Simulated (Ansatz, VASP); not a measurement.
# Cross-check of Sr2MgH6 between VASP and Ansatz, part 2 of 2

Aim: how closely do two programs agree when they are given the same cell, functional and k mesh? The cell is taken from a series of runs on this material, whose earlier steps may have relaxed, scaled, displaced or heated it; both programs get it as it stands.

VASP 6.6.1 and Ansatz 0.2.0.

So far: Set-up; VASP: dielectric response, PBEsol.

## (3) Ansatz: dielectric response, PBEsol

Level of this step: Ansatz beside VASP: Kohn-Sham DFT, plane waves, PBEsol (Ansatz).

Ansatz runs on its default PAW (the set named soft_2) files.

The same cell, functional and mesh now go to Ansatz, which takes its cutoff from its data sets.

The input, input.yaml:

```yaml
crystal:
  lattice:
    - [5.4754382958, 0.0, 0.0]
    - [-2.7377191479, 4.741868661, 0.0]
    - [0.0, 0.0, 4.18846773]
  atoms:
    - { symbol: Sr, position: [0.6666666667, 0.3333333333, 0.26353257] }
    - { symbol: Sr, position: [0.3333333333, 0.6666666667, 0.73646743] }
    - { symbol: Mg, position: [0.0, 0.0, 0.0] }
    - { symbol: H, position: [0.8234594433, 0.6469188867, 0.76524835] }
    - { symbol: H, position: [0.8234594433, 0.1765405567, 0.76524835] }
    - { symbol: H, position: [0.3530811133, 0.1765405567, 0.76524835] }
    - { symbol: H, position: [0.1765405567, 0.3530811133, 0.23475165] }
    - { symbol: H, position: [0.1765405567, 0.8234594433, 0.23475165] }
    - { symbol: H, position: [0.6469188867, 0.8234594433, 0.23475165] }
kpoints:
  mp_grid: { grid: [6, 6, 6] }
hamiltonian:
  xc: pbesol
scf:
  occupations: { method: fixed }
dielectric: {}
```

Launch:

```sh
$ ansatz run input.yaml --threads 4 --pin off --max-ram 5529MiB --backend cpu --events-out ev --progress --plain --runs-dir out
```

Numbers of over 12 decimals in the logs are rounded to 6 here.

The program printed:

```text
Engine: ansatz 0.2.0, aarch64-unknown-linux-gnu
Pseudopotentials: kind: paw
Pseudopotential: Sr, paw, valence charge 10, recommended cutoff 420 eV (normal), Sr.paw.azcp
Pseudopotential: Mg, paw, valence charge 10, recommended cutoff 420 eV (normal), Mg.paw.azcp
Pseudopotential: H, paw, valence charge 1, recommended cutoff 420 eV (normal), H.paw.azcp
Functional definition: PBEsol
  exchange = pbesol_x
  correlation = pbesol_c
Crystal: 9 atoms, lattice volume = 108.749 Å³
Basis set: ecut = 420 eV, 2107 PW (Γ), exchange–correlation on 80×80×60 points (8 copies of the dense FFT grid, shifted against one another)
Bands: 27, of which v1, the nominal top of the filled ones, is band 18 counted from 1 (17 counted from 0)
Symmetry: 12 space group operations
k-points: 68 of 216 (irreducible under 2 space group operations, time reversal used)
Non-local potential: Sr, projectors of the file, l = 0: 3, l = 1: 2, l = 2: 2
Non-local potential: Mg, projectors of the file, l = 0: 3, l = 1: 2, l = 2: 1
Non-local potential: H, projectors of the file, l = 0: 2, l = 1: 1
PAW form: soft (Blöchl's): semilocal exchange-correlation on the pseudo side does not see the compensation charge
PAW frozen core: Sr, regenerated for the run's functional, and the local potential with it (the file was generated under x = pbe(κ = 0.804, μ = 0.219515), c = pbe(β = 0.066725))
PAW frozen core: Mg, regenerated for the run's functional, and the local potential with it (the file was generated under x = pbe(κ = 0.804, μ = 0.219515), c = pbe(β = 0.066725))
PAW one-centre angular grid: Sr, 110 points (default); XC on 64 Gauss nodes
PAW one-centre angular grid: Mg, 110 points (default); XC on 64 Gauss nodes
PAW one-centre angular grid: H, 110 points (default); XC on 64 Gauss nodes
Initial density: superposition of atomic densities (neutral atoms: chi_scale 0, normalization atom), corrected by the library's trained network
Initial wavefunctions: pseudopotential atomic-orbital guess
Functional: x = pbesol(κ = 0.804, μ = 0.123457), c = pbesol(β = 0.046)
SCF iter   1: F=—  HF=-8994.587018 eV  |F-HF|=—  |Δ(HF+E_count)|=         —  Δρ=7.75e-3  dr2=5.86e-2  ethr=1.77e-3  ⟨swp⟩=5.9  Hψ=8176  notcnv=0  defer=370
preconditioner: auto → Resta (q_TF=auto, 2.269 Å⁻¹)  ε∞=2.4  [insulator: Δε(μ)=2.394 eV  Ē_g=14.510 eV  n_scr=20 (ndim 8)  ℏωp=17.4 eV  f_vac=0.000  ε∞_Penn≈2.4]
SCF iter   2: F=—  HF=-8994.570420 eV  |F-HF|=—  |Δ(HF+E_count)|=   1.66e-2  Δρ=3.29e-3  dr2=1.09e-2  ethr=1.63e-4  ⟨swp⟩=2.3  Hψ=2608  notcnv=0  defer=471
SCF iter   3: F=—  HF=-8994.567103 eV  |F-HF|=—  |Δ(HF+E_count)|=   3.32e-3  Δρ=3.02e-4  dr2=6.77e-5  ethr=3.02e-5  ⟨swp⟩=2.9  Hψ=2341  notcnv=0  defer=468
SCF iter   4: F=—  HF=-8994.567110 eV  |F-HF|=—  |Δ(HF+E_count)|=   6.68e-6  Δρ=9.85e-5  dr2=1.06e-5  ethr=1.88e-7  ⟨swp⟩=2.6  Hψ=3103  notcnv=0  defer=468
SCF iter   5: F=—  HF=-8994.567106 eV  |F-HF|=—  |Δ(HF+E_count)|=   3.96e-6  Δρ=1.79e-5  dr2=3.00e-7  ethr=2.93e-8  ⟨swp⟩=2.0  Hψ=2754  notcnv=0  defer=317
SCF iter   6: F=—  HF=-8994.567107 eV  |F-HF|=—  |Δ(HF+E_count)|=   8.67e-7  Δρ=4.04e-6  dr2=1.26e-8  ethr=8.33e-10  ⟨swp⟩=2.9  Hψ=2829  notcnv=0  defer=263
SCF iter   7: F=—  HF=-8994.567107 eV  |F-HF|=—  |Δ(HF+E_count)|=   3.84e-9  Δρ=8.87e-7  dr2=6.85e-10  ethr=3.50e-11  ⟨swp⟩=2.0  Hψ=2806  notcnv=0  defer=263
SCF iter   8: F=-8994.567107 eV  HF=-8994.567107 eV  |F-HF|=1.82e-11  |Δ(HF+E_count)|=  3.62e-10  Δρ=1.37e-7  dr2=2.49e-11  ethr=1.00e-12  ⟨swp⟩=12.6  Hψ=10796  notcnv=0
SCF 1 converged in 8 iterations: F = -8994.567107 eV  dr2 = 2.49e-11
  greatest PAW one-centre occupation: 1.000 electrons in one spin orbital (limit 2), on the Mg atom at site 2 (counted from 0), in its partial waves of l = 0
DFPT response loops at Γ: preconditioner auto → none (the input reference at scf.mixing.eps_inf says where Resta's filter doesn't serve); β = 0.50; Broyden in place of MSR1
── the response to a field inside a basis, on 8×8×8 k-points: an SCF that follows is theirs, and a resumed run solves both again ──
Bands: 19, of which v1, the nominal top of the filled ones, is band 18 counted from 1 (17 counted from 0)
k-points: 144 of 512 (irreducible under 4 space group operations)
Initial density: handed on by an earlier stage of this run
Initial wavefunctions: pseudopotential atomic-orbital guess (no wavefunctions were taken with the density)
Eigensolver: Dense (144 Hₖ)
SCF iter   1: F=—  HF=-8994.562141 eV  |F-HF|=—  |Δ(HF+E_count)|=         —  Δρ=1.81e-4  dr2=9.20e-6  ethr=1.00e-1
preconditioner: auto → Resta (q_TF=auto, 2.269 Å⁻¹)  ε∞=2.9  [insulator: Δε(μ)=2.641 eV  Ē_g=12.614 eV  n_scr=20 (ndim 8)  ℏωp=17.4 eV  f_vac=0.000  ε∞_Penn≈2.9]
SCF iter   2: F=—  HF=-8994.562147 eV  |F-HF|=—  |Δ(HF+E_count)|=   6.90e-6  Δρ=9.43e-5  dr2=2.51e-6  ethr=2.55e-8
SCF iter   3: F=-8994.562151 eV  HF=-8994.562151 eV  |F-HF|=2.04e-8  |Δ(HF+E_count)|=   3.28e-6  Δρ=6.53e-6  dr2=3.29e-8  ethr=6.98e-9
SCF 1 converged in 3 iterations: F = -8994.562151 eV  dr2 = 3.29e-8
DFPT response loops at Γ: mixed as the last ones told, above
SCF converged after 8 iterations
Free energy (F): -8994.567107 eV
Harris-Foulkes:  -8994.567107 eV  (|F-HF|=1.82e-11)
Internal energy: -8994.567107 eV  (E = F + TS)
E sigma→0 (E₀):  -8994.567107 eV
Fermi energy:    5.343025 eV
--- Per-component energies (eV) ---
  E_band       = -558.208120
  E_kinetic    = 646.618984
  E_local      = -3020.616014  (includes V_loc(G=0)·N_el)
  E_nonlocal   = 509.580590
  E_hartree    = 924.721162
  E_xc         = -426.413955
  E_vxc        = -431.236789  (∫ρ·V_xc dr)
  E_paw        = -5572.065017  (= ΣΔE_a)
  E_vpaw       = -111.990537  (= ΣTr[D̂ρ^β])
  E_aug_tail   = -0.006690  (compensation charges beyond the density's cutoff)
  E_ewald      = -2056.713723
  E_core_change = 0.327557  (= ΣΔE_core)
  E_smearing   = -0.000000  (= −TS)
  E_closure    = 0.000000  (closes the sum)
  Σ components = -8994.567107   (vs F -8994.567107, Δ=0.00e0)
--- Band table (eV; the first three rows and the last of 68) ---
  k-point 0: bands = [... 14 lower, 2.7806, 2.8382, 4.9201, 4.9201, 7.8663, 9.7931, 9.7931, 10.8858, ... 5 higher]
  k-point 1: bands = [... 14 lower, 2.8114, 2.8114, 4.5959, 4.5959, 8.2461, 9.6445, 9.7643, 9.7643, ... 5 higher]
  k-point 2: bands = [... 14 lower, 2.9362, 2.9362, 3.9605, 3.9605, 9.2966, 9.5873, 9.8859, 9.8859, ... 5 higher]
  k-point 67: bands = [... 14 lower, 2.4651, 3.5407, 4.3788, 4.6950, 8.6025, 8.9794, 9.6959, 9.7434, ... 5 higher]
--- Dielectric response (ions clamped): 3 representative field directions + reference, inside a basis on a mesh of 512 k-points (Σ response iterations 12) ---
  ε∞ (high-frequency dielectric tensor):
        4.886765     0.000000     0.000000
        0.000000     4.886765     0.000000
        0.000000     0.000000     4.996830
  Born effective charges Z* (e; rows j = field, columns β = displacement):
    site 0:
         2.16498    0.00000    0.00000
         0.00000    2.16498    0.00000
         0.00000    0.00000    2.33902
    site 1:
         2.16498    0.00000    0.00000
         0.00000    2.16498    0.00000
         0.00000    0.00000    2.33902
    site 2:
         1.73568   -0.00000    0.00000
         0.00000    1.73568   -0.00000
         0.00000   -0.00000    1.49228
    site 3:
        -1.09193   -0.00000   -0.00000
        -0.00000   -0.92995   -0.11412
        -0.00000   -0.08396   -1.02839
    site 4:
        -0.97044   -0.07014   -0.09883
        -0.07014   -1.05143    0.05706
        -0.07271    0.04198   -1.02839
    site 5:
        -0.97044    0.07014    0.09883
         0.07014   -1.05143    0.05706
         0.07271    0.04198   -1.02839
    site 6:
        -1.09193   -0.00000   -0.00000
        -0.00000   -0.92995   -0.11412
        -0.00000   -0.08396   -1.02839
    site 7:
        -0.97044   -0.07014   -0.09883
        -0.07014   -1.05143    0.05706
        -0.07271    0.04198   -1.02839
    site 8:
        -0.97044    0.07014    0.09883
         0.07014   -1.05143    0.05706
         0.07271    0.04198   -1.02839
  Z* charge neutrality: 1.035e-2 e pre-enforcement
  solved inside a basis spanned on kpoints, on 8×8×8 k-points, its susceptibility summed on 10×10×10: ε∞ is read to err by 1.7e-2, Z* by 1.9e-2 e (field_mesh: kpoints solves on kpoints); Z* is corrected for what the basis lacks
```

In the SCF lines HF is the Harris–Foulkes energy and dr2 the Hartree energy of the density residual, in eV; the loop may stop once dr2 is under the threshold and the program's other checks hold. Hψ counts applications of the Hamiltonian.

## (4) Side by side

Known differences besides the potentials themselves: fixed occupations in Ansatz, narrow Gaussian smearing in VASP; VASP's response is taken on the typed mesh, Ansatz refines its own for the field response alone; the data sets hold 36 valence electrons in Ansatz (on its default PAW (the set named soft_2) files) and 28 in VASP; the cutoff is 420 eV in Ansatz and 520 eV in VASP; Ansatz makes its cores anew for this functional, VASP keeps those of its PBE data sets. Total energies have different zeros and are not compared.

The two programs side by side:

```csv
quantity,Ansatz,VASP,difference
ε∞ xx,4.89,4.88,+0.08 %
ε∞ yy,4.89,4.88,+0.08 %
ε∞ zz,5.00,5.11,-2.21 %
```

## (5) Results

| Item | Value |
| --- | --- |
| difference in ε∞ zz (dielectric response, PBEsol) | -2.2 % |

What this shows: The difference in ε∞ zz is -2.2 % (dielectric response, PBEsol), within the 5 % picked in this series as the mark of a large difference. The data sets hold unlike numbers of valence electrons (36 in Ansatz and 28 in VASP), so part of the differences comes from the potentials. Such differences can come from data sets, numerical settings and the points named under the comparisons, not from the functional's error against experiment.

[Lines on the potential files, build, host, timing and source positions are cut from VASP's logs without a mark.]

[Logs are printed without paths, hosts, clocks, repeated set-up lines and the standing remarks that a program may print on its own settings, such as how far it seeks lower states.]

[Hosts, paths, dates, database ids (printed as entryN), source tags and the programs' standing remarks are cut or masked in the printed files.]
